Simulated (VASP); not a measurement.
Here is the system:

```xyz
2
Lattice="0.0000 1.8039 1.8039 1.8039 0.0000 1.8039 1.8039 1.8039 0.0000" Properties=species:S:1:pos:R:3 pbc="T T T"
B      0.0000     0.0000     0.0000
N      0.9019     0.9019     0.9019
```

Computed with PBEsol GGA, VASP's PBE PAW potentials (set 64) (plane waves; VASP). Settings: 520 eV cut-off, Gaussian smearing of 0.050 eV, potentials B N.

**Question.** Predict the band gap (along the path) with the smallest direct gap where there is one.

**Answer.** 
```json
{
 "band gap (along the path)": "4.28 eV",
 "smallest direct gap (along the path)": "8.79 eV"
}
```

Only differences to runs with the same potentials and settings are physical.

The structure was generated: BN was put into the zinc blende type (F-43m), which need not be its known phase. It was relaxed first.
